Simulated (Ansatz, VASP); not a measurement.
# Si: VASP beside Ansatz

INCAR

```
SYSTEM = Si
  PREC = Accurate
  ENCUT = 520
  EDIFF = 1E-6
  ISMEAR = 0
  SIGMA = 0.05
  LREAL = .False.
  LASPH = .True.
  NELM = 100
  ALGO = Normal
  ISIF = 2
  LWAVE = .False.
  LCHARG = .False.
  GGA = PS
  NBANDS = 11
```

KPOINTS

```
regular mesh
0
Gamma
  12 12 12
  0 0 0
```

File POSCAR:

```
Si
1.0
    0.0000000000      2.7154700000      2.7154700000
    2.7154700000      0.0000000000      2.7154700000
    2.7154700000      2.7154700000      0.0000000000
Si
2
Direct
    0.5000000000      0.5000000000      0.5000000000
    0.7500000000      0.7500000000      0.7500000000
```

Input for Ansatz:

```yaml
crystal:
  lattice:
    - [0.0, 2.71547, 2.71547]
    - [2.71547, 0.0, 2.71547]
    - [2.71547, 2.71547, 0.0]
  atoms:
    - { symbol: Si, position: [0.5, 0.5, 0.5] }
    - { symbol: Si, position: [0.75, 0.75, 0.75] }
basis:
  ecutwfc: 420
kpoints:
  mp_grid: { grid: [12, 12, 12] }
hamiltonian:
  xc: pbesol
scf:
  occupations: { method: gaussian, width: 0.05 }
output:
  forces: true
  stress: true
  eigenvalues: true
```

Alike in both runs: task single point; functional PBEsol; k mesh 12 × 12 × 12; occupations gaussian, width 0.05 eV; no spin polarisation.

|  | VASP | Ansatz |
| --- | --- | --- |
| version | VASP 6.6.1 | Ansatz 0.2.0 |
| potentials or method | VASP PAW PBE potentials, release 64 (Si) | scalar-relativistic, plane waves, PAW |
| plane-wave cutoff (eV) | 520 | 420 |
| valence electrons in the cell | 8 | 8 |

|  | VASP | Ansatz | Ansatz less VASP |
| --- | --- | --- | --- |
| gap on the k mesh at the Fermi level (eV) | 0.46 | 0.46 | +0.005 |
| least direct gap on the mesh (eV) | 2.52 | 2.52 | +0.003 |
| pressure (GPa) | 0.3 | 0.1 | -0.11 |

With one functional, cell and mesh, what is left measures potentials, basis and numerics.

Caveats: the PAW data sets were made with another functional, which shifts forces and pressure a little (VASP). A hybrid or GW would open this gap; PBEsol tends to underestimate it. A k mesh can miss the band edges.
